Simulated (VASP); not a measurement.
## How a change of volume changes Si3N4 (P6_3/m)

How do the elastic response and the band edges of Si3N4 follow a change of volume?

Calculated with VASP 6.6.1; PBEsol; plane waves and PAW (Si, N), in the first sound run; inputs show where later runs differ.

### Step 1. Set-up

It takes space group P6_3/m (No. 176, hexagonal). The conventional cell has a = 7.609 Å, b = 7.609 Å, c = 2.908 Å, α = 90.00°, β = 90.00°, γ = 120.00°. Nearest to Si lie 4 N at 1.71 to 1.79 Å. Nearest to N lie 3 Si at 1.73 Å. Nearest to N lie 3 Si at 1.71 to 1.79 Å. Farther neighbours and most contacts between anions are not listed.

### Step 2. Relax the crystal, PBEsol

The series starts from the cell that this level prefers, so that zero strain is near zero stress.

Level: PBEsol; plane waves and PAW (Si, N).

File INCAR:

```
SYSTEM = Si3N4
PREC = Accurate
ENCUT = 600
EDIFF = 1E-06
NELM = 120
ISMEAR = 0
SIGMA = 0.02
LREAL = .FALSE.
ALGO = Normal
GGA = PS
NBANDS = 46
LASPH = .TRUE.
LORBIT = 11
LWAVE = .FALSE.
LCHARG = .FALSE.
KPAR = 16
IBRION = 2
NSW = 40
ISIF = 3
EDIFFG = -0.005
POTIM = 0.4
```

File POSCAR:

```
Si3N4
1.0
    7.6093012500      0.0000000000      0.0000000000
   -3.8046506300      6.5898481900      0.0000000000
    0.0000000000      0.0000000000      2.9079000000
Si N
6 8
Direct
    0.1742000000      0.7678000000      0.2500000000
    0.4064000000      0.1742000000      0.7500000000
    0.2322000000      0.4064000000      0.2500000000
    0.8258000000      0.2322000000      0.7500000000
    0.5936000000      0.8258000000      0.2500000000
    0.7678000000      0.5936000000      0.7500000000
    0.3333333330      0.6666666670      0.2500000000
    0.6666666670      0.3333333330      0.7500000000
    0.3290000000      0.0390000000      0.2500000000
    0.2900000000      0.3290000000      0.7500000000
    0.9610000000      0.2900000000      0.2500000000
    0.6710000000      0.9610000000      0.7500000000
    0.7100000000      0.6710000000      0.2500000000
    0.0390000000      0.7100000000      0.7500000000
```

File KPOINTS:

```
Automatic mesh
0
Gamma
5 5 10
0 0 0
```

PAW data sets: Si and N (PBE family, release 64).

Launch:

```
$ mpirun -np 16 vasp_std
```

The program printed:

```text
[banner, memory and clock lines left out]
running   16 mpi-ranks, on    1 nodes
[...]
|                                                                             |
|           W    W    AA    RRRRR   N    N  II  N    N   GGGG   !!!           |
|           W    W   A  A   R    R  NN   N  II  NN   N  G    G  !!!           |
|           W    W  A    A  R    R  N N  N  II  N N  N  G       !!!           |
|           W WW W  AAAAAA  RRRRR   N  N N  II  N  N N  G  GGG   !            |
|           WW  WW  A    A  R   R   N   NN  II  N   NN  G    G                |
|           W    W  A    A  R    R  N    N  II  N    N   GGGG   !!!           |
|                                                                             |
|     For optimal performance we recommend to set                             |
|       NCORE = 2 up to number-of-cores-per-socket                            |
|     NCORE specifies how many cores store one orbital (NPAR=cpu/NCORE).      |
|     This setting can greatly improve the performance of VASP for DFT.       |
[...]
1 F= -.12002162E+03 E0= -.12002162E+03  d E =-.120022E+03
[... from here on, the cycles between the ionic steps are left out ...]
   2 F= -.11990987E+03 E0= -.11990987E+03  d E =0.111755E+00
   3 F= -.12033050E+03 E0= -.12033050E+03  d E =-.308872E+00
   4 F= -.12035985E+03 E0= -.12035985E+03  d E =-.293526E-01
   5 F= -.12036379E+03 E0= -.12036379E+03  d E =-.332959E-01
   6 F= -.12037974E+03 E0= -.12037974E+03  d E =-.159472E-01
   7 F= -.12038395E+03 E0= -.12038395E+03  d E =-.201548E-01
   8 F= -.12038717E+03 E0= -.12038717E+03  d E =-.322780E-02
   9 F= -.12038870E+03 E0= -.12038870E+03  d E =-.475373E-02
  10 F= -.12039181E+03 E0= -.12039181E+03  d E =-.310727E-02
  11 F= -.12039200E+03 E0= -.12039200E+03  d E =-.329807E-02
  12 F= -.12039440E+03 E0= -.12039440E+03  d E =-.239867E-02
  13 F= -.12039472E+03 E0= -.12039472E+03  d E =-.272324E-02
  14 F= -.12039660E+03 E0= -.12039660E+03  d E =-.187924E-02
  15 F= -.12039669E+03 E0= -.12039669E+03  d E =-.197314E-02
  16 F= -.12039684E+03 E0= -.12039684E+03  d E =-.146128E-03
  17 F= -.12039727E+03 E0= -.12039727E+03  d E =-.572017E-03
  18 F= -.12039728E+03 E0= -.12039728E+03  d E =-.184416E-04
  19 F= -.12039730E+03 E0= -.12039730E+03  d E =-.319246E-04
[...]
reached required accuracy - stopping structural energy minimisation
```

It took 3.9 min on 16 MPI ranks of Intel Xeon 6975P-C (Granite Rapids), shared host; peak memory 7.6 GiB; 42 min of CPU time.

The logs omit lines about the potential files and the build; timing stands in the text.

Parts of OUTCAR (step 2):

```text
  Total       -0.0033316     -0.0033316      0.0164878      0.0000001      0.0000000      0.0000000
  in kB       -0.0364125     -0.0364125      0.1802038      0.0000014      0.0000000      0.0000000
  external PRESSURE =       0.0357929 kB  Pullay stress =       0.0000000 kB

 POSITION                                       TOTAL-FORCE (eV/Angst)
 -----------------------------------------------------------------------------------
     -1.60033      5.06929      0.72763         0.001219     -0.001740     -0.000000
      2.43584      1.14872      2.18288         0.002117      0.000186      0.000000
      0.22310      2.68386      0.72763         0.000898      0.001926      0.000000
      5.41340      1.53514      2.18288        -0.001219      0.001740      0.000000
      1.37723      5.45571      0.72763        -0.002117     -0.000186      0.000000
      3.58997      3.92057      2.18288        -0.000898     -0.001926     -0.000000
      0.00000      4.40296      0.72763         0.000000      0.000000      0.000000
      3.81307      2.20148      2.18288         0.000000      0.000000     -0.000000
      2.40380      0.19538      0.72763        -0.001293     -0.001310      0.000000
      1.03270      2.17944      2.18288         0.000488     -0.001774      0.000000
      6.25504      1.98406      0.72763         0.001781     -0.000464     -0.000000
      1.40927      6.40905      2.18288         0.001293      0.001310      0.000000
      2.78037      4.42499      0.72763        -0.000488      0.001774     -0.000000
     -2.44197      4.62037      2.18288        -0.001781      0.000464      0.000000
 -----------------------------------------------------------------------------------
    total drift:                               -0.000000     -0.000000     -0.000000

  FREE ENERGIE OF THE ION-ELECTRON SYSTEM (eV)
  ---------------------------------------------------
  free  energy   TOTEN  =      -120.3972980776 eV

  energy  without entropy=     -120.3972980776  energy(sigma->0) =     -120.39729808

 reached required accuracy - stopping structural energy minimisation

[... 3 further parts left out ...]
[key lines of the parts left out:]
E-fermi :   6.7712
```

This run gave:

* energy(sigma→0) of the program: -120.3973 eV
* stress, compression positive: xx, yy, zz 0.00, 0.00, 0.02 GPa
* volume: 146.592 Å³
* ionic steps: 19

### Step 3. Relax at fixed volume, PBEsol

One member in full: the volume is scaled by 1.06, and shape and atoms relax at that volume.

Level: PBEsol; plane waves and PAW (Si, N).

File INCAR:

```
SYSTEM = Si3N4
PREC = Accurate
ENCUT = 600
EDIFF = 1E-07
NELM = 120
ISMEAR = 0
SIGMA = 0.02
LREAL = .FALSE.
ALGO = Normal
GGA = PS
NBANDS = 46
LASPH = .TRUE.
LORBIT = 11
LWAVE = .FALSE.
LCHARG = .FALSE.
KPAR = 8
IBRION = 2
NSW = 40
ISIF = 4
EDIFFG = -0.004
POTIM = 0.4
```

File POSCAR:

```
Si3N4
1.0
    7.7757128596     -0.0000000450      0.0000000000
   -3.8878563960      6.7339648940      0.0000000000
    0.0000000000      0.0000000000      2.9675948184
Si N
6 8
Direct
    0.1739318773      0.7675588007      0.2500000000
    0.4063730766      0.1739318773      0.7500000000
    0.2324411993      0.4063730766      0.2500000000
    0.8260681227      0.2324411993      0.7500000000
    0.5936269234      0.8260681227      0.2500000000
    0.7675588007      0.5936269234      0.7500000000
    0.3333333330      0.6666666670      0.2500000000
    0.6666666670      0.3333333330      0.7500000000
    0.3299967792      0.0295830339      0.2500000000
    0.3004137453      0.3299967792      0.7500000000
    0.9704169661      0.3004137453      0.2500000000
    0.6700032208      0.9704169661      0.7500000000
    0.6995862547      0.6700032208      0.2500000000
    0.0295830339      0.6995862547      0.7500000000
```

KPOINTS is that of step 2.

Launch:

```
$ mpirun -np 8 vasp_std
```

The program printed:

```text
[banner, memory and clock lines left out]
running    8 mpi-ranks, on    1 nodes
[...]
[... a notice as in an earlier step ...]

 [... a notice as in an earlier step ...]

 LDA part: xc-table for (Slater+PW92), standard interpolation
 POSCAR, INCAR and KPOINTS ok, starting setup
[...]
entering main loop
       N       E                     dE             d eps       ncg     rms          rms(c)
DAV:   1     0.300989292300E+03    0.30099E+03   -0.33846E+04  2768   0.143E+03
DAV:   2    -0.108005317631E+03   -0.40899E+03   -0.38689E+03  3540   0.297E+02
DAV:   3    -0.134376173961E+03   -0.26371E+02   -0.26166E+02  3560   0.786E+01
DAV:   4    -0.134817364219E+03   -0.44119E+00   -0.43969E+00  3512   0.105E+01
[...]
DAV:  14    -0.120036209077E+03   -0.69366E-05   -0.87150E-06  3258   0.120E-02    0.310E-03
DAV:  15    -0.120036209463E+03   -0.38559E-06   -0.15393E-06  3384   0.536E-03    0.176E-03
DAV:  16    -0.120036209451E+03    0.12169E-07   -0.14300E-07  2456   0.219E-03
   1 F= -.12003621E+03 E0= -.12003621E+03  d E =-.120036E+03
[... from here on, the cycles between the ionic steps are left out ...]
   2 F= -.12003924E+03 E0= -.12003924E+03  d E =-.302557E-02
   3 F= -.12003983E+03 E0= -.12003983E+03  d E =-.362451E-02
   4 F= -.12004183E+03 E0= -.12004183E+03  d E =-.199283E-02
   5 F= -.12004344E+03 E0= -.12004344E+03  d E =-.360890E-02
   6 F= -.12004520E+03 E0= -.12004520E+03  d E =-.176020E-02
   7 F= -.12004648E+03 E0= -.12004648E+03  d E =-.303872E-02
   8 F= -.12004697E+03 E0= -.12004697E+03  d E =-.485656E-03
   9 F= -.12004700E+03 E0= -.12004700E+03  d E =-.520256E-03
  10 F= -.12004702E+03 E0= -.12004702E+03  d E =-.168773E-04
  11 F= -.12004703E+03 E0= -.12004703E+03  d E =-.295084E-04
  12 F= -.12004704E+03 E0= -.12004704E+03  d E =-.350732E-04
  13 F= -.12004704E+03 E0= -.12004704E+03  d E =-.361546E-04
  14 F= -.12004704E+03 E0= -.12004704E+03  d E =-.205841E-06
  15 F= -.12004704E+03 E0= -.12004704E+03  d E =-.257272E-05
[...]
reached required accuracy - stopping structural energy minimisation
```

Wall time 2.6 min (8 MPI ranks); peak memory 3.7 GiB.

OUTCAR, selected parts (step 3):

```text
  Total      -12.2889398    -12.2889398    -12.2838334      0.0000001      0.0000000      0.0000000
  in kB     -126.7095459   -126.7095459   -126.6568948      0.0000015      0.0000000      0.0000000
  external PRESSURE =    -126.6919955 kB  Pullay stress =       0.0000000 kB

 POSITION                                       TOTAL-FORCE (eV/Angst)
 -----------------------------------------------------------------------------------
     -1.62140      5.19401      0.74091         0.000295     -0.000236     -0.000000
      2.47207      1.19283      2.22272         0.000352      0.000137      0.000000
      0.20301      2.73729      0.74091         0.000057      0.000374      0.000000
      5.51186      1.54446      2.22272        -0.000295      0.000236      0.000000
      1.41839      5.54564      0.74091        -0.000352     -0.000137     -0.000000
      3.68745      4.00118      2.22272        -0.000057     -0.000374     -0.000000
      0.00000      4.49231      0.74091        -0.000000     -0.000000      0.000000
      3.89046      2.24616      2.22272        -0.000000     -0.000000      0.000000
      2.44604      0.21990      0.74091        -0.000344      0.000312      0.000000
      1.03258      2.22828      2.22272        -0.000442     -0.000142     -0.000000
      6.36746      2.00838      0.74091        -0.000098     -0.000454     -0.000000
      1.44442      6.51857      2.22272         0.000344     -0.000312     -0.000000
      2.85788      4.51019      0.74091         0.000442      0.000142      0.000000
     -2.47700      4.73009      2.22272         0.000098      0.000454      0.000000
 -----------------------------------------------------------------------------------
    total drift:                               -0.000000      0.000000      0.000000

  FREE ENERGIE OF THE ION-ELECTRON SYSTEM (eV)
  ---------------------------------------------------
  free  energy   TOTEN  =      -120.0470405635 eV

  energy  without entropy=     -120.0470405635  energy(sigma->0) =     -120.04704056

[... 2 parts as in an earlier step ...]

[... 2 further parts left out ...]
[key lines of the parts left out:]
E-fermi :   6.0989
```

Read from the output:

| Property | Result |
| --- | --- |
| energy(sigma→0) of the program | -120.0470 eV |
| stress, compression positive | xx, yy, zz -12.67, -12.67, -12.67 GPa |
| ionic steps | 15 |

[end of part 1 of 3]

[Lines on the potential files, build, host, timing and source positions are cut from VASP's logs without a mark.]

[Logs are printed without paths, hosts, clocks, repeated set-up lines and the standing remarks that a program may print on its own settings, such as how far it seeks lower states.]

[Hosts, paths, dates, database ids (printed as entryN), source tags and the programs' standing remarks are cut or masked in the printed files.]

[In band tables of VASP the shares of atoms and orbitals are scaled to a sum of 1 inside the atoms' spheres.]
